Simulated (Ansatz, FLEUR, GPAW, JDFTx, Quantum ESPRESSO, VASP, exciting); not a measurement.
## One calculation of C, 8 ways

```
C
1.0
     0.00000    1.78337    1.78337
     1.78337    0.00000    1.78337
     1.78337    1.78337    0.00000
C
2
Direct
  0.75000 0.75000 0.75000
  0.50000 0.50000 0.50000
```

Alike in all runs: task band structure; functional PBEsol; k mesh 13 × 13 × 13; occupations fermi-dirac, width 0.05 eV; no spin polarisation; no spin-orbit coupling. Pressure is positive in compression and, in plane waves, holds the error of the finite cutoff, which Ansatz's Pulay term estimates and takes out. Gaps are the smaller of the mesh's and the band path's.

```csv
program and potentials,plane-wave cutoff (eV),notes,band gap (eV),pressure (GPa)
"Ansatz, all-electron LAPW, scalar-relativistic",-,-,4.01,-4.78
"Quantum ESPRESSO, PseudoDojo 0.4.1 SR PBEsol standard",1116,-,4.05,-3.34
"GPAW, PAW data sets generated for this functional",800,-,4.00,-5.16
"JDFTx, PseudoDojo-SR-PBEsol-0.4.1-standard",1116,-,4.05,-
"Ansatz, PseudoDojo stringent (PBEsol files)",1116,-,?,?
"exciting, all-electron LAPW+lo, shipped species files, valence relativity iora*",-,-,4.01,-
"FLEUR, all-electron, FLAPW",-,-,4.01,-
"VASP, PBE PAW files C, 520 eV",520,potentials made for PBE,4.00,-3.75
```

Q: Estimate from the other rows what the run with Ansatz, PseudoDojo stringent (PBEsol files) gave.

A: Band gap 4.05 eV; pressure -3.05 GPa. Its pressure holds a Pulay term of +0.20 GPa. The other rows, which needn't bracket it: band gap 4.00 to 4.05; pressure -5.16 to -3.34.
